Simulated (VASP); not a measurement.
Consider the following.

```xyz
1
Lattice="0.0000 2.0575 2.0575 2.0575 0.0000 2.0575 2.0575 2.0575 0.0000" Properties=species:S:1:pos:R:3 pbc="T T T"
Al     0.0000     0.0000     0.0000
```

Computed with PBE GGA, VASP's PBE PAW potentials (set 64) (plane waves; VASP). Run with 520 eV cut-off, 15×15×15 Γ-centred mesh, first-order Methfessel-Paxton smearing of 0.10 eV, potentials Al.

Question: Give the stress tensor in GPa (positive for a compressed cell).

Answer: 
```
-3.80   0.00   0.00
 0.00  -3.80   0.00
 0.00   0.00  -3.80
```
The pressure is its mean diagonal, -3.80 GPa.

The compound is Al in the fcc structure. This cell is one point of a volume scan, at 1.06 of the reference volume.
